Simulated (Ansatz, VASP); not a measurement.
# SnO2 in two plane-wave programs, part 2 of 2

One calculation is typed for both programs; each brings its own data sets. How far apart do they land? The cell is taken from a series of runs on this material, whose earlier steps may have relaxed, scaled, displaced or heated it; both programs get it as it stands.

VASP 6.6.1 and Ansatz 0.2.0.

So far: Set-up; Ansatz: G0W0 gap, LDA.

## 3. VASP: G0W0 gap, LDA

Level of this step: G0W0 on LDA; plane waves and PAW (Sn_d_GW, O_GW) (VASP).

The same cell, functional (in two slightly different forms) and mesh now go to VASP, with its own data sets.

Lines of VASP's logs that name or quote its potential files are left out, and so is its time.

The run reads the wave functions of an earlier VASP run, which isn't shown here.

INCAR

```
SYSTEM = SnO2
PREC = Accurate
ENCUT = 440
ISMEAR = 0
SIGMA = 0.01
LREAL = .FALSE.
GGA = CA
NBANDS = 592
ALGO = EVGW0
NELMGW = 1
ENCUTGW = 140
NOMEGA = 64
PRECFOCK = Fast
NBANDSGW = 64
LWAVE = .FALSE.
LCHARG = .FALSE.
```

POSCAR

```
SnO2
1.0
    4.6404432466      0.0000000000      0.0000000000
    0.0000000000      5.6358939854      0.0000000000
    0.0000000000      0.0000000000      5.1421719650
Sn O
4 8
Direct
    0.5000000000      0.6693002647      0.7500000000
    0.0000000000      0.8306997353      0.2500000000
    0.5000000000      0.3306997353      0.2500000000
    0.0000000000      0.1693002647      0.7500000000
    0.7339462318      0.6017057905      0.0762074223
    0.2339462318      0.8982942095      0.9237925777
    0.7660537682      0.8982942095      0.5762074223
    0.2660537682      0.6017057905      0.4237925777
    0.7339462318      0.3982942095      0.5762074223
    0.2339462318      0.1017057905      0.4237925777
    0.7660537682      0.1017057905      0.0762074223
    0.2660537682      0.3982942095      0.9237925777
```

KPOINTS

```
Automatic mesh
0
Gamma
4 2 2
0 0 0
```

PAW data sets: Sn_d_GW and O_GW (LDA family, release 64).

Run with:

```sh
mpirun -np 8 vasp_std
```

Numbers of over 12 decimals in the logs are rounded to 6 here.

Log:

```text
[banner, memory and clock lines left out]
running    8 mpi-ranks, on    1 nodes
 distrk:  each k-point on    8 cores,    1 groups
 distr:  one band on    1 cores,    8 groups

 POSCAR found type information on POSCAR SnO
 POSCAR found :  2 types and      12 ions
|                                                                             |
|           W    W    AA    RRRRR   N    N  II  N    N   GGGG   !!!           |
|           W    W   A  A   R    R  NN   N  II  NN   N  G    G  !!!           |
|           W    W  A    A  R    R  N N  N  II  N N  N  G       !!!           |
|           W WW W  AAAAAA  RRRRR   N  N N  II  N  N N  G  GGG   !            |
|           WW  WW  A    A  R   R   N   NN  II  N   NN  G    G                |
|           W    W  A    A  R    R  N    N  II  N    N   GGGG   !!!           |
|                                                                             |
|     For optimal performance we recommend to set                             |
|       NCORE = 2 up to number-of-cores-per-socket                            |
|     NCORE specifies how many cores store one orbital (NPAR=cpu/NCORE).      |
|     This setting can greatly improve the performance of VASP for DFT.       |
|     The default, NCORE=1 might be grossly inefficient on modern             |
|     multi-core architectures or massively parallel machines. Do your        |
|     Unfortunately you need to use the default for GW and RPA                |
|     calculations (for HF NCORE is supported but not extensively tested      |
|     yet).                                                                   |
|                                                                             |

|                                                                             |
|           W    W    AA    RRRRR   N    N  II  N    N   GGGG   !!!           |
|           W    W   A  A   R    R  NN   N  II  NN   N  G    G  !!!           |
|           W    W  A    A  R    R  N N  N  II  N N  N  G       !!!           |
|           W WW W  AAAAAA  RRRRR   N  N N  II  N  N N  G  GGG   !            |
|           WW  WW  A    A  R   R   N   NN  II  N   NN  G    G                |
|           W    W  A    A  R    R  N    N  II  N    N   GGGG   !!!           |
|                                                                             |
|     The default for ENCUTGWSOFT is different in this version of VASP.       |
|     please manually set ENCUTGWSOFT =140 in the INCAR file.                 |
|                                                                             |

 LDA part: xc-table for (Slater(with rela. corr.)+CA(PZ))
 , standard interpolation
 found WAVECAR, reading the header
 POSCAR, INCAR and KPOINTS ok, starting setup
 FFT: planning ... GRIDC
 FFT: planning ... GRID_SOFT
 FFT: planning ... GRID
 reading WAVECAR
 the WAVECAR file was read successfully
 initial charge from wavefunction
 available memory per node:     60.36 GB, setting MAXMEM to     61811

 The Fermi energy was updated, please check that it is located mid-gap
 values below the HOMO (VB) or above the LUMO (CB) will cause erroneous energies
 E-fermi :   5.3885

 calculate exact exchange contribution
 the WAVEDER file was read successfully
energies w=
    0.000    0.000    0.560    0.000    1.118    0.000    1.674    0.000
    2.226    0.000    2.774    0.000    3.315    0.000    3.851    0.000
    4.380    0.000    4.902    0.000    5.416    0.000    5.924    0.000
    6.425    0.000    6.918    0.000    7.406    0.000    7.888    0.000
    8.365    0.000    8.837    0.000    9.306    0.000    9.773    0.000
   10.238    0.000   10.702    0.000   11.166    0.000   11.631    0.000
   12.099    0.000   12.571    0.000   13.048    0.000   13.531    0.000
   14.022    0.000   14.523    0.000   15.034    0.000   15.559    0.000
   16.099    0.000   16.657    0.000   17.235    0.000   17.835    0.000
   18.462    0.000   19.118    0.000   19.809    0.000   20.538    0.000
   21.312    0.000   22.136    0.000   23.019    0.000   23.969    0.000
   24.998    0.000   26.117    0.000   27.343    0.000   28.693    0.000
   30.192    0.000   31.869    0.000   33.761    0.000   35.914    0.000
   38.391    0.000   41.272    0.000   44.670    0.000   48.738    0.000
   53.698    0.000   59.877    0.000   67.783    0.000   78.250    0.000
   92.743    0.000  114.101    0.000  148.641    0.000  213.839    0.000
 responsefunction array rank=     520
 LDA part: xc-table for (Slater(with rela. corr.)+CA(PZ))
 , standard interpolation

 min. memory requirement per mpi rank    528.6 MB, per node   4229.2 MB

 allocating   8 responsefunctions rank=   520
 shmem allocating  64 responsefunctions rank=   520
 response function shared by NCSHMEM nodes    1
 Doing            8  frequencies on each core in blocks of           64
NQ=   1    0.0000    0.0000    0.0000,
|.........|.........|.........|.........|.........|.........|.........|.........
 performed       1807000 updates of chi_q(r,r)
 total number of BLAS operations       3835.94 Gflops
NQ=   2    0.2500    0.0000    0.0000,
|.........|.........|.........|.........|.........|.........|.........|.........
 performed       3917000 updates of chi_q(r,r)
 total number of BLAS operations       8176.94 Gflops
NQ=   3    0.5000    0.0000    0.0000,
|.........|.........|.........|.........|.........|.........|.........|.........
 performed       5724000 updates of chi_q(r,r)
 total number of BLAS operations      11850.76 Gflops
NQ=   4    0.0000    0.5000    0.0000,
|.........|.........|.........|.........|.........|.........|.........|.........
 performed       7531000 updates of chi_q(r,r)
 total number of BLAS operations      15380.25 Gflops
NQ=   5    0.2500    0.5000    0.0000,
|.........|.........|.........|.........|.........|.........|.........|.........
 performed       9641000 updates of chi_q(r,r)
 total number of BLAS operations      19602.20 Gflops
NQ=   6    0.5000    0.5000    0.0000,
|.........|.........|.........|.........|.........|.........|.........|.........
 performed      11448000 updates of chi_q(r,r)
 total number of BLAS operations      23160.33 Gflops
NQ=   7    0.0000    0.0000    0.5000,
|.........|.........|.........|.........|.........|.........|.........|.........
 performed      13255000 updates of chi_q(r,r)
 total number of BLAS operations      26747.20 Gflops
NQ=   8    0.2500    0.0000    0.5000,
|.........|.........|.........|.........|.........|.........|.........|.........
 performed      15365000 updates of chi_q(r,r)
 total number of BLAS operations      31036.98 Gflops
NQ=   9    0.5000    0.0000    0.5000,
|.........|.........|.........|.........|.........|.........|.........|.........
 performed      17172000 updates of chi_q(r,r)
 total number of BLAS operations      34769.35 Gflops
NQ=  10    0.0000    0.5000    0.5000,
|.........|.........|.........|.........|.........|.........|.........|.........
 performed      18979000 updates of chi_q(r,r)
 total number of BLAS operations      38620.20 Gflops
NQ=  11    0.2500    0.5000    0.5000,
|.........|.........|.........|.........|.........|.........|.........|.........
 performed      21089000 updates of chi_q(r,r)
 total number of BLAS operations      42978.34 Gflops
NQ=  12    0.5000    0.5000    0.5000,
|.........|.........|.........|.........|.........|.........|.........|.........
 performed      22896000 updates of chi_q(r,r)
 total number of BLAS operations      46422.61 Gflops
 resolving degeneracies of screened two electron integrals

 calculate QP shifts <psi_nk| G(iteration)W_0 |psi_nk>: iteration 1
 entering main loop
```

Parts of OUTCAR (step 3):

```text
ion  position               nearest neighbor table
   1  0.500  0.669  0.750-   6 2.00   7 2.00   5 2.03   8 2.03   9 2.08  12 2.08
   2  0.000  0.831  0.250-   5 2.00   8 2.00   7 2.03   6 2.03  10 2.08  11 2.08
   3  0.500  0.331  0.250-  10 2.00  11 2.00   9 2.03  12 2.03   5 2.08   8 2.08
   4  0.000  0.169  0.750-   9 2.00  12 2.00  11 2.03  10 2.03   6 2.08   7 2.08
   5  0.734  0.602  0.076-   2 2.00   1 2.03   3 2.08
   6  0.234  0.898  0.924-   1 2.00   2 2.03   4 2.08
   7  0.766  0.898  0.576-   1 2.00   2 2.03   4 2.08
   8  0.266  0.602  0.424-   2 2.00   1 2.03   3 2.08
   9  0.734  0.398  0.576-   4 2.00   3 2.03   1 2.08
  10  0.234  0.102  0.424-   3 2.00   4 2.03   2 2.08
  11  0.766  0.102  0.076-   3 2.00   4 2.03   2 2.08
  12  0.266  0.398  0.924-   4 2.00   3 2.03   1 2.08

  LATTYP: Found a simple orthorhombic cell.
 ALAT       =     4.6404432466
 B/A-ratio  =     1.1081208608
 C/A-ratio  =     1.2145163050

 Subroutine GETGRP returns: Found  8 space group operations
 (whereof  2 operations were pure point group operations)

The static configuration has the point symmetry S_2 .
 The point group associated with its full space group is D_2h.

 Found     12 irreducible k-points:

   k-points           NKPTS =     12   k-points in BZ     NKDIM =     16   number of bands    NBANDS=    592

   dimension x,y,z NGX =    32 NGY =   40 NGZ =   36
   dimension x,y,z NGXF=    64 NGYF=   80 NGZF=   72

   ENCUT  =  440.0 eV  32.34 Ry    5.69 a.u.   7.94  9.64  8.79*2*pi/ulx,y,z

   NELECT =     104.0000    total number of electrons

  energy-cutoff  :      440.00
  volume of cell :      134.48
      direct lattice vectors                 reciprocal lattice vectors
     4.640443247  0.000000000  0.000000000     0.215496656  0.000000000  0.000000000
     0.000000000  5.635893985  0.000000000     0.000000000  0.177434140  0.000000000
     0.000000000  0.000000000  5.142171965     0.000000000  0.000000000  0.194470354

 k-points in reciprocal lattice and weights: Automatic mesh
   0.00000000  0.00000000  0.00000000       0.062
   0.25000000  0.00000000  0.00000000       0.125
   0.50000000  0.00000000  0.00000000       0.062
   0.00000000  0.50000000  0.00000000       0.062
   0.25000000  0.50000000  0.00000000       0.125
   0.50000000  0.50000000  0.00000000       0.062
   0.00000000  0.00000000  0.50000000       0.062
   0.25000000  0.00000000  0.50000000       0.125
   0.50000000  0.00000000  0.50000000       0.062
   0.00000000  0.50000000  0.50000000       0.062
   0.25000000  0.50000000  0.50000000       0.125
   0.50000000  0.50000000  0.50000000       0.062

 E-fermi :   5.3885

 QP shifts <psi_nk| G(iteration)W_0 |psi_nk>: iteration 1
 for sc-GW calculations column KS-energies equals QP-energies in previous step
 and V_xc(KS)=  KS-energies - (<T + V_ion + V_H > + <T+V_H+V_ion>^1  + <V_x>^1)
 k-point   1 :       0.0000    0.0000    0.0000
  band No.  KS-energies  QP-energies   sigma(KS)   V_xc(KS)     V^pw_x(r,r')   Z            occupation Imag(sigma)
    ...
     49       3.8728       3.2840     -20.7760     -19.9975     -25.1854       0.7564       2.0000       0.0836
     50       4.1941       3.5276     -20.7549     -19.8652     -25.5556       0.7491       2.0000       0.0878
     51       4.3060       3.6821     -20.7567     -19.9260     -25.4717       0.7511       2.0000       0.0850
     52       4.4341       3.7639     -20.8377     -19.9451     -25.7060       0.7508       2.0000       0.0873
     53       6.3430       7.3024     -14.4049     -15.5863     -10.9273       0.8121       0.0000      -0.0373
     54      11.0372      12.5756     -14.8463     -16.7949     -10.4342       0.7895       0.0000      -0.0608
     55      11.0858      12.6430     -15.6014     -17.5963     -11.2541       0.7806       0.0000      -0.0667
     56      11.3641      12.4390     -11.2088     -12.5258      -6.7253       0.8161       0.0000      -0.0656
    ...

 k-point   2 :       0.2500    0.0000    0.0000
  band No.  KS-energies  QP-energies   sigma(KS)   V_xc(KS)     V^pw_x(r,r')   Z            occupation Imag(sigma)
    ...
     49       3.8605       3.2462     -20.7023     -19.8870     -25.2254       0.7535       2.0000       0.0856
     50       4.0075       3.3257     -20.4632     -19.5528     -25.2414       0.7488       2.0000       0.0895
     51       4.3298       3.6386     -20.7955     -19.8719     -25.7085       0.7484       2.0000       0.0885
     52       4.3743       3.6822     -20.7595     -19.8355     -25.7030       0.7490       2.0000       0.0886
     53       7.6312       8.7000     -15.4761     -16.8122     -12.1972       0.7999       0.0000      -0.0403
     54      10.1421      11.4874     -13.9528     -15.6325      -9.7006       0.8009       0.0000      -0.0556
     55      10.6962      12.0210     -13.9095     -15.5745      -9.5538       0.7957       0.0000      -0.0650
     56      10.8347      12.3728     -15.2221     -17.1743     -10.9179       0.7879       0.0000      -0.0594
    ...

 k-point   3 :       0.5000    0.0000    0.0000
  band No.  KS-energies  QP-energies   sigma(KS)   V_xc(KS)     V^pw_x(r,r')   Z            occupation Imag(sigma)
    ...
     49       4.0963       3.3775     -20.5656     -19.6028     -25.5437       0.7467       2.0000       0.0909
     50       4.0963       3.3775     -20.5656     -19.6028     -25.5437       0.7467       2.0000       0.0909
     51       4.3719       3.6722     -20.7842     -19.8504     -25.7280       0.7494       2.0000       0.0887
     52       4.3719       3.6722     -20.7842     -19.8504     -25.7280       0.7494       2.0000       0.0887
     53       9.4003      10.6873     -15.2070     -16.8275     -11.3033       0.7941       0.0000      -0.0566
     54       9.4003      10.6873     -15.2070     -16.8275     -11.3033       0.7941       0.0000      -0.0566
     55      10.1213      11.5201     -14.4725     -16.2228     -10.2952       0.7991       0.0000      -0.0538
     56      10.1213      11.5201     -14.4725     -16.2228     -10.2952       0.7991       0.0000      -0.0538
    ...

 k-point   4 :       0.0000    0.5000    0.0000
  band No.  KS-energies  QP-energies   sigma(KS)   V_xc(KS)     V^pw_x(r,r')   Z            occupation Imag(sigma)
    ...
     49       3.4553       2.8325     -20.4464     -19.6189     -24.9277       0.7527       2.0000       0.0873
     50       3.4553       2.8325     -20.4464     -19.6189     -24.9277       0.7527       2.0000       0.0873
     51       4.3425       3.6861     -20.7538     -19.8792     -25.5685       0.7504       2.0000       0.0867
     52       4.3425       3.6861     -20.7538     -19.8792     -25.5685       0.7504       2.0000       0.0867
     53       9.0230      10.2824     -15.8208     -17.4058     -12.2538       0.7946       0.0000      -0.0460
     54       9.0230      10.2824     -15.8208     -17.4058     -12.2538       0.7946       0.0000      -0.0460
     55      11.6781      13.3105     -15.1778     -17.2706     -10.5698       0.7800       0.0000      -0.0709
     56      11.6781      13.3105     -15.1778     -17.2706     -10.5698       0.7800       0.0000      -0.0709
    ...

[... 4 further parts left out ...]
```

## 4. Comparison

Known differences besides the potentials themselves: the two LDA forms differ slightly; fixed occupations in Ansatz, narrow Gaussian smearing in VASP; the cutoff is 420 eV in Ansatz and 440 eV in VASP; VASP's log shows a relativistic correction to its local exchange, Ansatz's none; Ansatz integrates over frequency by contour deformation, VASP on a grid of NOMEGA points; Ansatz's G0W0 levels solve the quasiparticle equation, VASP's are linearised. Total energies have different zeros and are not compared.

The two programs side by side:

| quantity | Ansatz | VASP | difference |
| --- | --- | --- | --- |
| G0W0 gap on the mesh (eV) | 3.57 | 3.54 | +0.03 |
| Kohn-Sham gap under it (eV) | 1.88 | 1.91 | -0.03 |

## 5. What came out

| Quantity | Value |
| --- | --- |
| difference in G0W0 gap on the mesh (G0W0 gap, LDA) | 0.033 eV |

What this shows: The difference in G0W0 gap on the mesh is 0.033 eV (G0W0 gap, LDA). How closely two codes agree says nothing of how well the functional describes the real material.

[Lines on the potential files, build, host, timing and source positions are cut from VASP's logs without a mark.]

[Logs are printed without paths, hosts, clocks, repeated set-up lines and the standing remarks that a program may print on its own settings, such as how far it seeks lower states.]

[Hosts, paths, dates, database ids (printed as entryN), source tags and the programs' standing remarks are cut or masked in the printed files.]
